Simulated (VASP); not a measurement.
## VB4Os: single point with PBE

The system is VB4Os.

```
CELL_PARAMETERS angstrom
2.87749 0.00000 0.00000
-1.43874 2.49198 0.00000
0.00000 0.00000 7.45371
ATOMIC_POSITIONS crystal
Os 0.33516 0.67095 0.49438
V 0.01514 0.00940 0.99828
B 0.99001 0.98430 0.28460
B 0.34994 0.67475 0.19741
B 0.31026 0.65128 0.78823
B 0.00707 0.01054 0.70263
```

The cell comes from a database or a generator and needn't be the stable form of this composition.

The cell isn't the ideal one: atoms moved at random, drawn with an rms of 0.05 Å.

```json
{
  "Program": "VASP 6.6.1",
  "Task": "single point",
  "Functional": "PBE",
  "Potentials or basis": "VASP PAW PBE potentials, release 64 (Os, V_sv, B)",
  "Cutoff": "520 eV",
  "k mesh": "11 × 11 × 4",
  "Occupations": "fermi-dirac, width 0.05 eV",
  "Spin": "collinear spin, ferromagnetic start",
  "Starting moments": "[1.0, 2.0, 0.0, 0.0, 0.0, 0.0] μB"
}
```

```json
{
 "Pressure": "0.8 GPa",
 "Largest force": "0.964 eV/Å",
 "Band gap on the k mesh": "none (metal or under the smearing width)",
 "Net moment": "0.00 μB per cell",
 "Valence electrons inside the program's atomic spheres": "Os 7.61; V 11.71; B 1.96, 1.98"
}
```

Forces on the atoms (eV/Å):
```
Os   0.015 -0.208  0.046
V   -0.245 -0.257 -0.682
B    0.481  0.696  0.151
B   -0.441 -0.367 -0.012
B    0.402  0.697  0.531
B   -0.211 -0.560 -0.035
```

Stress tensor (GPa, compression positive):
```
 0.39 -0.05  0.97
-0.05  0.86  1.12
 0.97  1.12  1.26
```

Levels at points of the mesh, in eV from the Fermi level:
Spin up:
```tsv
k point	band 15	band 16	band 17	band 18	band 19	band 20
(0.00, 0.00, 0.00)	-0.25	-0.16	0.67	0.83	2.27	2.46
(0.00, 0.00, 0.50)	0.01	0.06	0.13	0.33	3.01	3.27
```
Spin down:
```csv
k point,band 14,band 15,band 16,band 17,band 18,band 19,band 20,band 21
"(0.00, 0.00, 0.00)",-2.16,-0.25,-0.16,0.67,0.83,2.27,2.46,4.32
"(0.00, 0.00, 0.50)",-1.86,0.01,0.06,0.13,0.33,3.01,3.27,3.61
```

It took 6.6 min on 1 thread of Intel(R) Xeon(R) 6975P-C (Granite Rapids), on a shared host, peak memory 0.66 GiB.

Spin-orbit coupling is left out, which matters for the levels of Os.
